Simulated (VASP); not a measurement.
Method: PBEsol GGA, VASP's PBE PAW potentials (set 64) (plane waves; VASP).

Input for VASP

**INCAR**
```
SYSTEM = MnS
PREC = Accurate; ENCUT = 520; LREAL = .FALSE.
LASPH = .TRUE.
EDIFF = 1E-7; NELM = 100; ALGO = Normal
LMAXMIX = 4
ISMEAR = 0; SIGMA = 0.05
GGA = PS
MAGMOM = 4.0 -4.0 2*0.0
ISPIN = 2
IBRION = 2; NSW = 30; ISIF = 4
EDIFFG = -0.01
LWAVE = .FALSE.; LCHARG = .FALSE.; LORBIT = 10
```

**POSCAR**
```
MnS
1
    5.1306566465     2.5590050562     2.5590050562
    2.5590050562     5.1306566465     2.5590050562
    2.5590050562     2.5590050562     5.1306566465
Mn S
2 2
Direct
  0.0000000000   0.0000000000   0.0000000000
  0.5000000000   0.5000000000   0.5000000000
  0.2500000000   0.2500000000   0.2500000000
  0.7500000000   0.7500000000   0.7500000000
```

KPOINTS:
```
Automatic mesh
0
Gamma
7 7 7
```

POTCAR, in this order: Mn_pv S (PBE.64 set). Program: vasp_std.

The run wrote:

OSZICAR:
```
       N       E                     dE             d eps       ncg     rms          rms(c)
DAV:   1     0.379705794919E+03    0.37971E+03   -0.21450E+04  4272   0.180E+03
DAV:   2     0.330821266942E+01   -0.37640E+03   -0.37146E+03  4062   0.484E+02
DAV:   3    -0.311535922420E+02   -0.34462E+02   -0.33921E+02  5811   0.135E+02
DAV:   4    -0.322758806715E+02   -0.11223E+01   -0.11061E+01  4805   0.224E+01
DAV:   5    -0.323014452930E+02   -0.25565E-01   -0.25561E-01  5060   0.391E+00    0.163E+01
DAV:   6    -0.301789613217E+02    0.21225E+01   -0.30197E+01  5324   0.510E+01    0.156E+01
DAV:   7    -0.300610754559E+02    0.11789E+00   -0.28562E+00  5055   0.198E+01    0.846E+00
DAV:   8    -0.300717597976E+02   -0.10684E-01   -0.37128E-01  5522   0.517E+00    0.418E+00
DAV:   9    -0.300551518618E+02    0.16608E-01   -0.60537E-02  5417   0.247E+00    0.430E-01
DAV:  10    -0.300576053525E+02   -0.24535E-02   -0.14452E-02  5111   0.717E-01    0.216E-01
DAV:  11    -0.300577014546E+02   -0.96102E-04   -0.10895E-03  4806   0.300E-01    0.125E-01
DAV:  12    -0.300577484186E+02   -0.46964E-04   -0.35968E-04  4949   0.100E-01    0.862E-02
DAV:  13    -0.300577611095E+02   -0.12691E-04   -0.21417E-05  4512   0.389E-02    0.423E-02
DAV:  14    -0.300577640935E+02   -0.29840E-05   -0.11965E-05  4594   0.253E-02    0.123E-02
DAV:  15    -0.300577654440E+02   -0.13504E-05   -0.11243E-06  5080   0.937E-03    0.406E-03
DAV:  16    -0.300577654324E+02    0.11586E-07   -0.10895E-07  2787   0.297E-03
   1 F= -.30057765E+02 E0= -.30057765E+02  d E =-.300578E+02  mag=    -0.0000
       N       E                     dE             d eps       ncg     rms          rms(c)
DAV:   1    -0.300587744288E+02   -0.10090E-02   -0.38774E-02  4118   0.166E+00    0.223E-01
DAV:   2    -0.300582444983E+02    0.52993E-03   -0.96312E-04  4577   0.318E-01    0.129E-01
DAV:   3    -0.300580720695E+02    0.17243E-03   -0.18509E-04  5625   0.147E-01    0.692E-02
DAV:   4    -0.300580446194E+02    0.27450E-04   -0.58572E-05  5345   0.596E-02    0.189E-02
DAV:   5    -0.300580449487E+02   -0.32930E-06   -0.26675E-06  4356   0.159E-02    0.120E-02
DAV:   6    -0.300580450480E+02   -0.99314E-07   -0.20108E-07  4152   0.359E-03
   2 F= -.30058045E+02 E0= -.30058045E+02  d E =-.279616E-03  mag=    -0.0000
       N       E                     dE             d eps       ncg     rms          rms(c)
DAV:   1    -0.300646549453E+02   -0.66100E-02   -0.35013E-01  4104   0.497E+00    0.669E-01
DAV:   2    -0.300598798942E+02    0.47751E-02   -0.87060E-03  4508   0.953E-01    0.388E-01
DAV:   3    -0.300583270584E+02    0.15528E-02   -0.16671E-03  5568   0.443E-01    0.208E-01
DAV:   4    -0.300580792649E+02    0.24779E-03   -0.53015E-04  5377   0.180E-01    0.566E-02
DAV:   5    -0.300580822056E+02   -0.29407E-05   -0.24585E-05  4696   0.488E-02    0.360E-02
DAV:   6    -0.300580830550E+02   -0.84941E-06   -0.18750E-06  4883   0.111E-02    0.140E-02
DAV:   7    -0.300580831602E+02   -0.10513E-06   -0.43248E-07  4772   0.516E-03    0.175E-03
DAV:   8    -0.300580831736E+02   -0.13400E-07   -0.77316E-08  3011   0.328E-03
   3 F= -.30058083E+02 E0= -.30058083E+02  d E =-.317741E-03  mag=    -0.0000
```

**OUTCAR**
```
------------------------ aborting loop because EDIFF is reached ----------------------------------------
  FORCE on cell =-STRESS in cart. coord.  units (eV):
  Direction    XX          YY          ZZ          XY          YZ          ZX
  --------------------------------------------------------------------------------------
  Total       -1.9305444     -1.9305444     -1.9305444      0.0376593      0.0376593      0.0376593
  in kB      -45.6350732    -45.6350732    -45.6350732      0.8902073      0.8902073      0.8902073
  external PRESSURE =     -45.6350732 kB  Pullay stress =       0.0000000 kB
  volume of cell :       67.78
      direct lattice vectors                 reciprocal lattice vectors
     5.113629452  2.533364680  2.533364680     0.291114206 -0.096442920 -0.096442920
     2.533364680  5.113629452  2.533364680    -0.096442920  0.291114206 -0.096442920
     2.533364680  2.533364680  5.113629452    -0.096442920 -0.096442920  0.291114206
 POSITION                                       TOTAL-FORCE (eV/Angst)
 -----------------------------------------------------------------------------------
      0.00000      0.00000      0.00000         0.000000      0.000000     -0.000000
      5.09018      5.09018      5.09018        -0.000000      0.000000      0.000000
      2.54509      2.54509      2.54509        -0.000000     -0.000000     -0.000000
      7.63527      7.63527      7.63527         0.000000     -0.000000      0.000000
 -----------------------------------------------------------------------------------
    total drift:                                0.000000     -0.000000     -0.000000
  FREE ENERGIE OF THE ION-ELECTRON SYSTEM (eV)
  ---------------------------------------------------
  free  energy   TOTEN  =       -30.0580831736 eV

  energy  without entropy=      -30.0580831736  energy(sigma->0) =      -30.05808317

 total charge

# of ion       s       p       d       tot
------------------------------------------
    1        0.221   6.174   4.964  11.359
    2        0.221   6.174   4.964  11.359
    3        1.320   2.390   0.000   3.710
    4        1.320   2.390   0.000   3.710
--------------------------------------------------
tot          3.082  17.129   9.927  30.139

 magnetization (x)

# of ion       s       p       d       tot
------------------------------------------
    1        0.016   0.016   4.099   4.131
    2       -0.016  -0.016  -4.099  -4.131
    3        0.000   0.000   0.000   0.000
    4        0.000   0.000   0.000   0.000
--------------------------------------------------
tot          0.000   0.000   0.000   0.000

 reached required accuracy - stopping structural energy minimisation
```
(Selected blocks of OUTCAR.)

**CONTCAR**
```
MnS
   1.00000000000000
     5.1136294516627112    2.5333646796701736    2.5333646796701736
     2.5333646796701736    5.1136294516627112    2.5333646796701736
     2.5333646796701736    2.5333646796701736    5.1136294516627112
  Mn              S
     2     2
Direct
     0.0000000000000000    0.0000000000000000    0.0000000000000000
     0.5000000000000000    0.5000000000000000    0.5000000000000000
     0.2500000000000000    0.2500000000000000    0.2500000000000000
     0.7500000000000000    0.7500000000000000    0.7500000000000000
```

**OUTCAR**
```
 val. band max:        6.6258477706   @ k =   0.4286   0.4286   0.4286

 cond. band min:       7.3234933921   @ k =   0.4286   0.0000   0.0000


 Fermi energy:         6.8702809007

 spin component 1

 k-point     1 :       0.0000    0.0000    0.0000
  band No.  band energies     occupation
      1     -43.3714      1.00000
      2     -43.3686      1.00000
      3     -43.3686      1.00000
      4     -38.9826      1.00000
      5     -38.9826      1.00000
      6     -38.9626      1.00000
      7      -7.6779      1.00000
      8      -6.1861      1.00000
      9       0.0106      1.00000
     10       2.4554      1.00000
     11       2.4554      1.00000
     12       3.9419      1.00000
     13       3.9419      1.00000
     14       4.1585      1.00000
     15       5.2053      1.00000
     16       5.2053      1.00000
     17       5.3288      1.00000
     18       5.3594      1.00000
     19       5.3594      1.00000
     20       7.7803      0.00000
     21       7.7803      0.00000
     22       7.9351      0.00000
     23       9.4337      0.00000

 k-point     2 :       0.1429    0.0000    0.0000
  band No.  band energies     occupation
      1     -43.3712      1.00000
      2     -43.3700      1.00000
      3     -43.3690      1.00000
      4     -38.9845      1.00000
      5     -38.9831      1.00000
      6     -38.9624      1.00000
      7      -7.4825      1.00000
      8      -6.1425      1.00000
      9       0.2882      1.00000
     10       2.2681      1.00000
     11       2.4977      1.00000
     12       3.3809      1.00000
     13       3.7514      1.00000
     14       4.0460      1.00000
     15       4.2180      1.00000
     16       4.8343      1.00000
     17       4.9634      1.00000
     18       5.5801      1.00000
     19       6.1145      1.00000
     20       7.7262      0.00000
     21       7.9717      0.00000
     22       7.9833      0.00000
     23       8.7113      0.00000
...
```

The compound is MnS in the rock salt, AFM-II order structure. This cell is one point of a volume scan, at 1.06 of the reference volume. Symmetry was kept, so distortions that lower it aren't found.
